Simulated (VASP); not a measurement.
A convergence study with VASP on FeAl (space group no. 221 when undisturbed): a few settings are varied, all else stays as given below, so the limit is that of these other settings. One atom is moved off its site, so that forces are finite.

```xyz
2
Lattice="2.9187 0.0000 0.0000 0.0000 2.9187 0.0000 0.0000 0.0000 2.9187" Properties=species:S:1:pos:R:3 pbc="T T T"
Al     1.4594     1.4594     1.5094
Fe     0.0000     0.0000     0.0000
```

These are LDA (Ceperley-Alder, Perdew-Zunger), VASP's LDA PAW potentials (set 64) (plane waves; VASP) values and carry that method's errors. The last row used: 300 eV cut-off, 11×11×11 Γ-centred mesh, Fermi-Dirac smearing of 0.10 eV, potentials Al Fe.

```
setting        E (eV/atom)  pressure (GPa)  largest force (eV/Å)  irreducible k-points
-------------  -----------  --------------  --------------------  --------------------
EDIFF = 1E-01      -7.0798          -31.98                 0.299                   126
EDIFF = 1E-02      -7.0718          -18.38                 0.305                   126
EDIFF = 1E-03      -7.0719          -17.75                 0.307                   126
EDIFF = 1E-04      -7.0718          -17.38                 0.305                   126
EDIFF = 1E-05      -7.0718          -17.48                 0.305                   126
EDIFF = 1E-06      -7.0718          -17.55                 0.305                   126
EDIFF = 1E-07      -7.0718          -17.56                 0.305                   126
EDIFF = 1E-08      -7.0718          -17.56                 0.305                   126
EDIFF = 1E-10      -7.0718          -17.56                 0.305                   126
```

Left out are rungs that failed or repeat a setting and relaxations that didn't move; long series are thinned to 24 rows.

The structure is a typed FeAl crystal (space group no. 221). The cell was not relaxed at this level, it is distorted from the ideal structure. The run is not spin-polarised, so no magnetic state was tried. The electron count is odd and the run is not spin-polarised, which forces a metal.
